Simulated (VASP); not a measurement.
```
Al2Au
1.0
    0.00000     2.94274     2.94274
    2.94274     0.00000     2.94274
    2.94274     2.94274     0.00000
Al Au
2 1
Direct
  0.25000   0.25000   0.25000
  0.75000   0.75000   0.75000
  0.00000   0.00000   0.00000
```

All values below come from LDA (Ceperley-Alder, Perdew-Zunger), VASP's LDA PAW potentials (set 64) (plane waves; VASP 6.6.1). Run with 500 eV cut-off, 9×9×9 Γ-centred mesh, first-order Methfessel-Paxton smearing of 0.10 eV, potentials Al Au.

Unless said otherwise, spin-orbit coupling is left out, though it shifts the bands of the heavy elements here.

Question: What does the run give for the energy per atom (σ→0), pressure, band gap (on the k-mesh) with the smallest direct gap where there is one?

Answer: 
- band gap (on the k-mesh) = none (metal, semimetal or under 0.01 eV)
- energy per atom (σ→0) = -4.752 eV/atom
- pressure = 49.7 kbar

The compound is AuAl2 in the fluorite structure. It was relaxed first under an external pressure of 5 GPa. The electron count is odd and the run is not spin-polarised, which forces a metal.
